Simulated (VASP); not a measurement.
## Sn2HBr3: single point with r2SCAN

Sn2HBr3:

```xyz
6
Lattice="4.1470 0.0000 0.0000 -2.0735 3.5914 0.0000 0.0000 0.0000 12.7664" Properties=species:S:1:pos:R:3 pbc="T T T"
Sn    0.0000    2.3943    5.5823
Sn    0.0000    2.3943    0.1544
H     2.0735    1.1971    0.7082
Br    2.0735    1.1971    7.3634
Br   -2.0735    3.5914    3.7548
Br   -2.0735    3.5914   11.1604
```

The cell was built by a generator and needn't be a form met in nature.

| Quantity | Value |
| --- | --- |
| Program | VASP 6.6.1 |
| Task | single point |
| Functional | r2SCAN |
| Potentials or basis | VASP PAW PBE potentials, release 64 (Sn_d, H, Br) |
| Cutoff | 520 eV |
| k mesh | 8 × 8 × 4 |
| Occupations | gaussian, width 0.1 eV |
| Spin | no spin polarisation |
| Further INCAR settings | ALGO = Normal; EDIFF = 1e-06; NBANDS = 34 |

```yaml
Pressure: -0.9 GPa
Largest_force: 0.085 eV/Å
Band_gap_on_the_k_mesh: 0.45 eV, direct
```

Forces on the atoms (eV/Å):
```
Sn   0.000  0.000  0.008
Sn   0.000  0.000 -0.023
H    0.000  0.000 -0.023
Br   0.000  0.000 -0.085
Br   0.000  0.000  0.056
Br   0.000  0.000  0.067
```

Levels at points of the mesh, in eV from the valence-band top:
```csv
k point,band 21,band 22,band 23,band 24,band 25,band 26,band 27,band 28,band 29,band 30
"(0.00, 0.00, 0.00)",-3.62,-3.29,-3.29,-2.50,-0.11,0.52,1.82,1.82,1.92,2.79
"(0.50, 0.00, 0.00)",-4.09,-3.83,-3.74,-2.95,-2.52,0.80,1.82,2.02,2.20,2.28
"(0.00, 0.00, 0.50)",-3.34,-3.29,-3.29,-2.73,0.00,0.45,1.82,1.82,1.91,2.79
"(0.50, 0.00, 0.50)",-4.10,-3.83,-3.68,-3.03,-2.45,0.72,1.82,1.98,2.26,2.33
```

Wall time 4.6 min on 4 MPI ranks on AMD EPYC 9R14 (Zen 4), with other jobs on the host, peak memory 0.45 GiB a rank.

Caveat: the PAW data sets were made with another functional, which shifts forces and pressure a little; spin-orbit coupling is left out, which moves the levels of the heavy elements. A k mesh can miss the band edges.
